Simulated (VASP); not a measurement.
Output of a VASP run:

### OSZICAR
```
       N       E                     dE             d eps       ncg     rms          rms(c)
DAV:   1     0.262386311967E+03    0.26239E+03   -0.14127E+04  4704   0.188E+03
DAV:   2     0.165619914826E+02   -0.24582E+03   -0.23902E+03  4688   0.398E+02
DAV:   3    -0.273645049470E+02   -0.43926E+02   -0.42625E+02  6742   0.179E+02
DAV:   4    -0.292857662064E+02   -0.19213E+01   -0.18866E+01  6426   0.406E+01
DAV:   5    -0.293384239546E+02   -0.52658E-01   -0.49746E-01  6582   0.542E+00    0.246E+01
DAV:   6    -0.238902159532E+02    0.54482E+01   -0.77014E+01  8370   0.139E+02    0.334E+01
DAV:   7    -0.241913362839E+02   -0.30112E+00   -0.66541E+00  6084   0.462E+01    0.171E+01
DAV:   8    -0.242668438178E+02   -0.75508E-01   -0.24418E+00  7646   0.209E+01    0.109E+01
DAV:   9    -0.244063280442E+02   -0.13948E+00   -0.54118E-01  7666   0.106E+01    0.134E+00
DAV:  10    -0.244403456882E+02   -0.34018E-01   -0.12028E-01  7870   0.705E+00    0.458E-01
DAV:  11    -0.244512679608E+02   -0.10922E-01   -0.25055E-02  6842   0.209E+00    0.340E-01
DAV:  12    -0.244561951334E+02   -0.49272E-02   -0.56542E-03  7012   0.149E+00    0.218E-01
DAV:  13    -0.244600836584E+02   -0.38885E-02   -0.97394E-03  7096   0.108E+00    0.126E-01
DAV:  14    -0.244608861950E+02   -0.80254E-03   -0.37380E-03  7036   0.732E-01    0.780E-02
DAV:  15    -0.244609634572E+02   -0.77262E-04   -0.24463E-04  6156   0.155E-01    0.428E-02
DAV:  16    -0.244610310799E+02   -0.67623E-04   -0.18644E-04  7006   0.132E-01    0.164E-02
DAV:  17    -0.244610389140E+02   -0.78340E-05   -0.21879E-05  6468   0.537E-02    0.683E-03
DAV:  18    -0.244610416617E+02   -0.27477E-05   -0.16149E-05  6720   0.511E-02    0.505E-03
DAV:  19    -0.244610417331E+02   -0.71365E-07   -0.14013E-06  3580   0.140E-02
   1 F= -.24461042E+02 E0= -.24458673E+02  d E =-.473791E-02  mag=     0.0000
```

**OUTCAR**
```
------------------------ aborting loop because EDIFF is reached ----------------------------------------
  FORCE on cell =-STRESS in cart. coord.  units (eV):
  Direction    XX          YY          ZZ          XY          YZ          ZX
  --------------------------------------------------------------------------------------
  Total        0.1477694      0.1477694      0.1477694      0.3676770      0.3676770      0.3676770
  in kB        5.8325892      5.8325892      5.8325892     14.5125381     14.5125381     14.5125381
  external PRESSURE =       5.8325892 kB  Pullay stress =       0.0000000 kB
  volume of cell :       40.59
      direct lattice vectors                 reciprocal lattice vectors
     4.330000000  2.165000000  2.165000000     0.346420323 -0.115473441 -0.115473441
     2.165000000  4.330000000  2.165000000    -0.115473441  0.346420323 -0.115473441
     2.165000000  2.165000000  4.330000000    -0.115473441 -0.115473441  0.346420323
 POSITION                                       TOTAL-FORCE (eV/Angst)
 -----------------------------------------------------------------------------------
      0.00000      0.00000      0.00000         0.000000     -0.000000      0.000000
      4.33000      4.33000      4.33000         0.000000      0.000000     -0.000000
      2.16500      2.16500      2.16500        -0.000000      0.000000      0.000000
      6.49500      6.49500      6.49500         0.000000     -0.000000     -0.000000
 -----------------------------------------------------------------------------------
    total drift:                                0.000000     -0.000000     -0.000000
  FREE ENERGIE OF THE ION-ELECTRON SYSTEM (eV)
  ---------------------------------------------------
  free  energy   TOTEN  =       -24.4610417331 eV

  energy  without entropy=      -24.4563038224  energy(sigma->0) =      -24.45867278

 total charge

# of ion       s       p       d       tot
------------------------------------------
    1        0.288   0.356   6.126   6.771
    2        0.288   0.356   6.126   6.771
    3        1.554   3.457   0.000   5.011
    4        1.554   3.457   0.000   5.011
--------------------------------------------------
tot          3.684   7.628  12.253  23.564

 magnetization (x)

# of ion       s       p       d       tot
------------------------------------------
    1        0.012   0.012   3.790   3.814
    2       -0.012  -0.012  -3.790  -3.814
    3        0.000   0.000   0.000   0.000
    4        0.000   0.000   0.000   0.000
--------------------------------------------------
tot          0.000   0.000   0.000   0.000
```
(Selected blocks of OUTCAR.)

POSCAR:
```
FeO
1
    4.3300000000     2.1650000000     2.1650000000
    2.1650000000     4.3300000000     2.1650000000
    2.1650000000     2.1650000000     4.3300000000
Fe O
2 2
Direct
  0.0000000000   0.0000000000   0.0000000000
  0.5000000000   0.5000000000   0.5000000000
  0.2500000000   0.2500000000   0.2500000000
  0.7500000000   0.7500000000   0.7500000000
```

Q: Reconstruct the remaining input files.

A: Several could match; the one computed here: the input of the run itself, PBE GGA + U (Dudarev), plane waves, VASP's PBE PAW potentials (set 64).

INCAR:
```
ALGO=Normal
EDIFF=1E-6
ENCUT=520
GGA=PE
ISIF=2
ISMEAR=0
ISPIN=2
LASPH=.True.
LCHARG=.False.
LDAU=.True.
LDAUJ=0 0
LDAUL=2 -1
LDAUPRINT=1
LDAUTYPE=2
LDAUU=6.0 0
LMAXMIX=4
LORBIT=10
LREAL=.False.
LWAVE=.False.
MAGMOM=4.0 -4.0 2*0.0
NELM=100
PREC=Accurate
SIGMA=0.05
SYSTEM=FeO
```

KPOINTS:
```
Automatic mesh
0
Gamma
8 8 8
0 0 0
```

POTCAR, in this order: Fe O (PBE.64 set). Program: vasp_std.

The compound is FeO in the rock salt, AFM-II order structure. The cell was not relaxed at this level. The k-mesh is coarse (spacing up to 0.30 per Å, 2π included), so the numbers may not be converged in it. The run is one of a series of settings (LDAU = .TRUE., LDAUJ = 0 0, LDAUL = 2 -1, LDAUTYPE = 2, LDAUU = 6.0 0 against the base run), some of them coarse on purpose. A gapless solution with U can be a metastable orbital state.
